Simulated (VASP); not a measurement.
# AlSn (P-6m2) in VASP: a series of runs, part 2 of 2

VASP 6.6.1. Earlier steps stand in the parts before.

## Step 5: Equation of state, PBE, 25.74 Å³/atom (volume scaled by 1.02)

INCAR

```
SYSTEM = AlSn
PREC     = Accurate       ! precision mode
ENCUT    = 520            ! plane-wave cutoff, eV
EDIFF    = 1E-7           ! SCF threshold, eV
ISMEAR   = -1             ! smearing method
SIGMA    = 0.05           ! smearing width, eV
LREAL    = .False.        ! projectors in reciprocal space
LASPH    = .True.         ! aspherical terms in the spheres
NELM     = 60             ! most SCF steps
ALGO     = Normal         ! electronic algorithm
ISIF     = 2              ! what is computed and relaxed
LWAVE    = .False.        ! write WAVECAR
LCHARG   = .False.        ! write CHGCAR
GGA      = PE             ! functional
NBANDS   = 16             ! bands
```

KPOINTS

```
Automatic mesh
0
Gamma
  7 7 8
  0 0 0
```

POSCAR

```
AlSn
1.0
    4.2259084499      0.0000000000      0.0000000000
   -2.1129542249      3.6597440716      0.0000000000
    0.0000000000      0.0000000000      3.3287472872
Sn Al
1 1
Direct
    0.3333333333      0.6666666667      0.5000000000
    0.0000000000      0.0000000000      0.0000000000
```

The run is started by

```bash
$ cat potpaw_PBE.64/Sn_d/POTCAR potpaw_PBE.64/Al/POTCAR > POTCAR
$ mpirun -np 1 vasp_std > vasp.out
```

Wall time 12 s (1 thread of Intel Xeon 6975P-C (Granite Rapids), shared host); peak memory 0.18 GiB.

It converged, with:

```
Free energy            : -7.2011 eV
Pressure               : -0.8 GPa
Band gap on the k mesh : none (metal or under the smearing width)
```

## Step 6: Equation of state, PBE, 26.25 Å³/atom (volume scaled by 1.04)

INCAR

```
  PREC = Accurate
  ENCUT = 520
  EDIFF = 1E-7
  ISMEAR = -1
  SIGMA = 0.05
  LREAL = False
  LASPH = True
  NELM = 100
  ALGO = Normal
  ISIF = 2
  LWAVE = False
  LCHARG = False
  GGA = PE
  NBANDS = 16
```

KPOINTS

```
Automatic mesh
0
Gamma
  7 7 8
```

POSCAR

```
AlSn
1.0
    4.2533501828      0.0000000000      0.0000000000
   -2.1266750913      3.6835093094      0.0000000000
    0.0000000000      0.0000000000      3.3503631350
Sn Al
1 1
Direct
    0.3333333333      0.6666666667      0.5000000000
    0.0000000000      0.0000000000      0.0000000000
```

Potentials or basis: VASP PAW PBE potentials, release 64 (Sn_d, Al).

The run is started by

```bash
$ cat potpaw_PBE.64/Sn_d/POTCAR potpaw_PBE.64/Al/POTCAR > POTCAR
$ mpirun -np 1 vasp_std > vasp.out
```

It took 11 s on 1 thread of Intel Xeon 6975P-C (Granite Rapids), shared host; peak memory 0.18 GiB.

Results (log left out):

```yaml
Free_energy: -7.1937 eV
Pressure: -1.6 GPa
Band_gap_on_the_k_mesh: none (metal or under the smearing width)
```

## Step 7: Equation of state, PBE, 26.75 Å³/atom (volume scaled by 1.06)

INCAR

```
SYSTEM = AlSn
ALGO     = Normal         ! electronic algorithm
EDIFF    = 1E-7           ! SCF threshold, eV
ENCUT    = 520            ! plane-wave cutoff, eV
GGA      = PE             ! functional
ISIF     = 2              ! what is computed and relaxed
ISMEAR   = -1             ! smearing method
LASPH    = .True.         ! aspherical terms in the spheres
LCHARG   = .False.        ! write CHGCAR
LREAL    = .False.        ! projectors in reciprocal space
LWAVE    = .False.        ! write WAVECAR
NBANDS   = 16             ! bands
NELM     = 80             ! most SCF steps
PREC     = Accurate       ! precision mode
SIGMA    = 0.05           ! smearing width, eV
```

KPOINTS

```
k-points
0
Gamma
  7 7 8
  0 0 0
```

POSCAR

```
AlSn
1.0
    4.2804423157      0.0000000000      0.0000000000
   -2.1402211578      3.7069717847      0.0000000000
    0.0000000000      0.0000000000      3.3717036030
Sn Al
1 1
Direct
    0.3333333333      0.6666666667      0.5000000000
    0.0000000000      0.0000000000      0.0000000000
```

The run is started by

```bash
$ cat potpaw_PBE.64/Sn_d/POTCAR potpaw_PBE.64/Al/POTCAR > POTCAR
$ mpirun -np 1 vasp_std > vasp.out
```

It took 11 s on 1 thread of Intel Xeon 6975P-C (Granite Rapids), shared host; peak memory 0.18 GiB.

It converged, with:

```yaml
Free_energy: -7.1813 eV
Pressure: -2.4 GPa
Band_gap_on_the_k_mesh: none (metal or under the smearing width)
```

## Step 8: Equation of state, PBE

Potentials or basis: VASP PAW PBE potentials, release 64 (Sn_d, Al).

No new run: the results of the series are fitted here.

What came out:

- Equilibrium volume: 25.35 Å³/atom
- Bulk modulus at fixed shape and positions: 50 GPa
- Pressure derivative of the bulk modulus: 4.9

Energy against volume, from the lowest point:
```tsv
volume (Å³/atom)	energy (meV/atom)
23.722	18.57
24.227	8.47
24.731	2.42
25.236	0.00
25.741	0.84
26.245	4.53
26.750	10.74
```

Caveat: the cell was scaled at fixed shape and fractional positions, which overstates the stiffness of a crystal with free parameters, most of all of layers and chains.

## Step 9: Equation of state, PBEsol, 23.72 Å³/atom (volume scaled by 0.94)

INCAR: that of step 7 with these lines changed.

```diff
@@ -4,3 +4,3 @@
 ENCUT    = 520            ! plane-wave cutoff, eV
-GGA      = PE             ! functional
+GGA      = PS             ! functional
 ISIF     = 2              ! what is computed and relaxed
```

KPOINTS is that of step 7.

POSCAR

```
AlSn
1.0
    4.1124059441      0.0000000000      0.0000000000
   -2.0562029720      3.5614480182      0.0000000000
    0.0000000000      0.0000000000      3.2393413848
Sn Al
1 1
Direct
    0.3333333333      0.6666666667      0.5000000000
    0.0000000000      0.0000000000      0.0000000000
```

Potentials or basis: VASP PAW PBE potentials, release 64 (Sn_d, Al).

The run is started by

```bash
$ cat potpaw_PBE.64/Sn_d/POTCAR potpaw_PBE.64/Al/POTCAR > POTCAR
$ mpirun -np 1 vasp_std > vasp.out
```

It took 27 s on 1 thread of Intel Xeon Platinum 8375C at 2.90GHz (Ice Lake), shared host; peak memory 0.17 GiB.

The run converged. Its results:

```yaml
Free_energy: -7.9691 eV
Pressure: 1.6 GPa
Band_gap_on_the_k_mesh: none (metal or under the smearing width)
```

Caveat: the PAW data sets were made with another functional, which shifts forces and pressure a little.

## Step 10: Equation of state, PBEsol, 24.23 Å³/atom (volume scaled by 0.96)

INCAR is that of step 9.

KPOINTS is that of step 9.

POSCAR

```
AlSn
1.0
    4.1413675035      0.0000000000      0.0000000000
   -2.0706837517      3.5865294644      0.0000000000
    0.0000000000      0.0000000000      3.2621543997
Sn Al
1 1
Direct
    0.3333333333      0.6666666667      0.5000000000
    0.0000000000      0.0000000000      0.0000000000
```

The run is started by

```bash
$ cat potpaw_PBE.64/Sn_d/POTCAR potpaw_PBE.64/Al/POTCAR > POTCAR
$ mpirun -np 1 vasp_std > vasp.out
```

Wall time 29 s (1 thread of Intel Xeon Platinum 8375C at 2.90GHz (Ice Lake), shared host); peak memory 0.17 GiB.

It converged, with:

* Free energy: -7.9754 eV
* Pressure: 0.3 GPa
* Band gap on the k mesh: none (metal or under the smearing width)

Caveat: the PAW data sets were made with another functional, which shifts forces and pressure a little.

## Step 11: Equation of state, PBEsol, 24.73 Å³/atom (volume scaled by 0.98)

INCAR is that of step 10.

KPOINTS is that of step 10.

POSCAR

```
AlSn
1.0
    4.1699295613      0.0000000000      0.0000000000
   -2.0849647806      3.6112649320      0.0000000000
    0.0000000000      0.0000000000      3.2846527272
Sn Al
1 1
Direct
    0.3333333333      0.6666666667      0.5000000000
    0.0000000000      0.0000000000      0.0000000000
```

The run is started by

```bash
$ cat potpaw_PBE.64/Sn_d/POTCAR potpaw_PBE.64/Al/POTCAR > POTCAR
$ mpirun -np 1 vasp_std > vasp.out
```

Wall time 23 s (1 thread of Intel Xeon Platinum 8375C at 2.90GHz (Ice Lake), shared host); peak memory 0.17 GiB.

Results (log left out):

* Free energy: -7.9741 eV
* Pressure: -0.8 GPa
* Band gap on the k mesh: none (metal or under the smearing width)

Caveat: the PAW data sets were made with another functional, which shifts forces and pressure a little.

## Step 12: Equation of state, PBEsol, 25.74 Å³/atom (volume scaled by 1.02)

INCAR is that of step 11.

KPOINTS is that of step 11.

POSCAR

```
AlSn
1.0
    4.2259084499      0.0000000000      0.0000000000
   -2.1129542249      3.6597440716      0.0000000000
    0.0000000000      0.0000000000      3.3287472872
Sn Al
1 1
Direct
    0.3333333333      0.6666666667      0.5000000000
    0.0000000000      0.0000000000      0.0000000000
```

Potentials or basis: VASP PAW PBE potentials, release 64 (Sn_d, Al).

The run is started by

```bash
$ cat potpaw_PBE.64/Sn_d/POTCAR potpaw_PBE.64/Al/POTCAR > POTCAR
$ mpirun -np 1 vasp_std > vasp.out
```

Run time: 28 s. Hardware: 1 thread of Intel Xeon Platinum 8375C at 2.90GHz (Ice Lake), shared host; peak memory 0.18 GiB.

It converged, with:

| Quantity | Value |
| --- | --- |
| Free energy | -7.9517 eV |
| Pressure | -2.7 GPa |
| Band gap on the k mesh | none (metal or under the smearing width) |

Caveat: the PAW data sets were made with another functional, which shifts forces and pressure a little.

## Step 13: Equation of state, PBEsol, 26.25 Å³/atom (volume scaled by 1.04)

INCAR is that of step 12.

KPOINTS is that of step 12.

POSCAR

```
AlSn
1.0
    4.2533501828      0.0000000000      0.0000000000
   -2.1266750913      3.6835093094      0.0000000000
    0.0000000000      0.0000000000      3.3503631350
Sn Al
1 1
Direct
    0.3333333333      0.6666666667      0.5000000000
    0.0000000000      0.0000000000      0.0000000000
```

The run is started by

```bash
$ cat potpaw_PBE.64/Sn_d/POTCAR potpaw_PBE.64/Al/POTCAR > POTCAR
$ mpirun -np 1 vasp_std > vasp.out
```

It took 29 s on 1 thread of Intel Xeon Platinum 8375C at 2.90GHz (Ice Lake), shared host; peak memory 0.19 GiB.

The run converged. Its results:

| Item | Value |
| --- | --- |
| Free energy | -7.9322 eV |
| Pressure | -3.5 GPa |
| Band gap on the k mesh | none (metal or under the smearing width) |

Caveat: the PAW data sets were made with another functional, which shifts forces and pressure a little.

## Step 14: Equation of state, PBEsol, 26.75 Å³/atom (volume scaled by 1.06)

INCAR is that of step 13.

KPOINTS is that of step 13.

POSCAR

```
AlSn
1.0
    4.2804423157      0.0000000000      0.0000000000
   -2.1402211578      3.7069717847      0.0000000000
    0.0000000000      0.0000000000      3.3717036030
Sn Al
1 1
Direct
    0.3333333333      0.6666666667      0.5000000000
    0.0000000000      0.0000000000      0.0000000000
```

The run is started by

```bash
$ cat potpaw_PBE.64/Sn_d/POTCAR potpaw_PBE.64/Al/POTCAR > POTCAR
$ mpirun -np 1 vasp_std > vasp.out
```

It took 30 s on 1 thread of Intel Xeon Platinum 8375C at 2.90GHz (Ice Lake), shared host; peak memory 0.19 GiB.

The run converged. Its results:

- Free energy: -7.9080 eV
- Pressure: -4.2 GPa
- Band gap on the k mesh: none (metal or under the smearing width)

Caveat: the PAW data sets were made with another functional, which shifts forces and pressure a little.

## Step 15: Equation of state, PBEsol

Potentials or basis: VASP PAW PBE potentials, release 64 (Sn_d, Al).

This step only gathers the single runs of the series.

What came out:

- Equilibrium volume: 24.38 Å³/atom
- Bulk modulus at fixed shape and positions: 57 GPa
- Pressure derivative of the bulk modulus: 4.9

Energy against volume, from the lowest point:
```csv
volume (Å³/atom),energy (meV/atom)
23.722,3.16
24.227,0.00
24.731,0.66
25.236,4.72
25.741,11.83
26.245,21.60
26.750,33.69
```

Caveat: the cell was scaled at fixed shape and fractional positions, which overstates the stiffness of a crystal with free parameters, most of all of layers and chains; the PAW data sets were made with another functional, which shifts forces and pressure a little.
